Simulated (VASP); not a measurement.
OSZICAR of a VASP run on TaN (relaxed from the CsCl type structure, space group Pm-3m):

File OSZICAR:
```
       N       E                     dE             d eps       ncg     rms          rms(c)
DAV:   1     0.968950993620E+02    0.96895E+02   -0.91772E+03  2016   0.140E+03
DAV:   2    -0.204456183747E+02   -0.11734E+03   -0.11088E+03  2452   0.347E+02
DAV:   3    -0.242611583806E+02   -0.38155E+01   -0.37684E+01  2472   0.599E+01
DAV:   4    -0.242996030072E+02   -0.38445E-01   -0.38402E-01  2244   0.579E+00
DAV:   5    -0.242999822721E+02   -0.37926E-03   -0.37921E-03  2376   0.487E-01    0.220E+01
DAV:   6    -0.223476643218E+02    0.19523E+01   -0.67112E+00  2328   0.256E+01    0.998E+00
DAV:   7    -0.222397246820E+02    0.10794E+00   -0.39684E-01  2300   0.598E+00    0.667E+00
DAV:   8    -0.222060670580E+02    0.33658E-01   -0.12603E-01  2212   0.376E+00    0.101E+00
DAV:   9    -0.222037562407E+02    0.23108E-02   -0.63517E-03  2288   0.774E-01    0.169E-01
DAV:  10    -0.222036236760E+02    0.13256E-03   -0.46029E-04  2344   0.282E-01    0.713E-02
DAV:  11    -0.222036108560E+02    0.12820E-04   -0.38317E-05  2364   0.649E-02    0.112E-02
DAV:  12    -0.222036108228E+02    0.33184E-07   -0.12963E-06  1312   0.123E-02
   1 F= -.22203611E+02 E0= -.22203378E+02  d E =-.222036E+02
       N       E                     dE             d eps       ncg     rms          rms(c)
DAV:   1    -0.222055532941E+02   -0.19424E-02   -0.79955E-02  2016   0.371E+00    0.518E-01
DAV:   2    -0.222038302367E+02    0.17231E-02   -0.22145E-03  2080   0.545E-01    0.210E-01
DAV:   3    -0.222033420312E+02    0.48821E-03   -0.14023E-03  2256   0.436E-01    0.451E-02
DAV:   4    -0.222033452725E+02   -0.32413E-05   -0.15654E-05  2448   0.449E-02    0.253E-02
DAV:   5    -0.222033458968E+02   -0.62436E-06   -0.43988E-06  2484   0.214E-02
   2 F= -.22203346E+02 E0= -.22203111E+02  d E =0.264926E-03
       N       E                     dE             d eps       ncg     rms          rms(c)
DAV:   1    -0.222047265634E+02   -0.13813E-02   -0.37754E-02  2016   0.254E+00    0.357E-01
DAV:   2    -0.222039105965E+02    0.81597E-03   -0.10486E-03  2084   0.376E-01    0.145E-01
DAV:   3    -0.222036799620E+02    0.23063E-03   -0.66203E-04  2248   0.301E-01    0.313E-02
DAV:   4    -0.222036829168E+02   -0.29549E-05   -0.74364E-06  2420   0.311E-02    0.176E-02
DAV:   5    -0.222036851395E+02   -0.22227E-05   -0.20995E-06  2336   0.148E-02    0.287E-03
DAV:   6    -0.222036853053E+02   -0.16579E-06   -0.85688E-08  1020   0.330E-03
   3 F= -.22203685E+02 E0= -.22203452E+02  d E =-.744825E-04
```

Task: Which electronic solver shows in the log?

Result: It is blocked Davidson (ALGO = Normal, or the opening steps of other solvers). The INCAR had ALGO = Normal.

Task: Can the final energy be trusted as converged?

Result: The calculation finished and met its thresholds. It stopped with EDIFF = 1E-6, NELM = 100, NSW = 60 and EDIFFG = -0.01 after 3 ionic steps (PBEsol GGA, plane waves, VASP's PBE PAW potentials (set 64)).

The structure was generated: TaN was put into the CsCl type type (Pm-3m), which need not be its known phase. This run relaxes it. Symmetry was kept, so distortions that lower it aren't found. The start is the result of an earlier pass.
